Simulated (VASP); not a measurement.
A run of VASP 6.6.1:

File INCAR:

```
PREC = Accurate
ENCUT = 520
EDIFF = 1E-7
ISMEAR = 0
SIGMA = 0.1
LREAL = F
LASPH = T
NELM = 100
ALGO = Normal
ISIF = 2
LWAVE = F
LCHARG = F
GGA = PS
NBANDS = 17
```

KPOINTS

```
Automatic mesh
0
Gamma
  14 14 14
```

The input POSCAR:

```
ScIr
1.0
    3.1888522648      0.0000000000      0.0000000000
    0.0000000000      3.1888522648      0.0000000000
    0.0000000000      0.0000000000      3.1888522648
Sc Ir
1 1
Direct
    0.5000000000      0.5000000000      0.5000000000
    0.0000000000      0.0000000000      0.0000000000
```

Potentials or basis: VASP PAW PBE potentials, release 64 (Sc_sv, Ir).

The run is started by

```bash
$ cat potpaw_PBE.64/Sc_sv/POTCAR potpaw_PBE.64/Ir/POTCAR > POTCAR
$ mpirun -np 1 vasp_std > vasp.out
```

Hardware: 1 thread of Intel(R) Xeon(R) 6975P-C (Granite Rapids), with other jobs on the host.

**Question.** Estimate the wall time of this run.

**Answer.** Run time: 17 s on 1 thread of Intel(R) Xeon(R) 6975P-C (Granite Rapids), on a shared host, peak memory 0.2 GiB. Counts: scf iterations 14, k points 120.
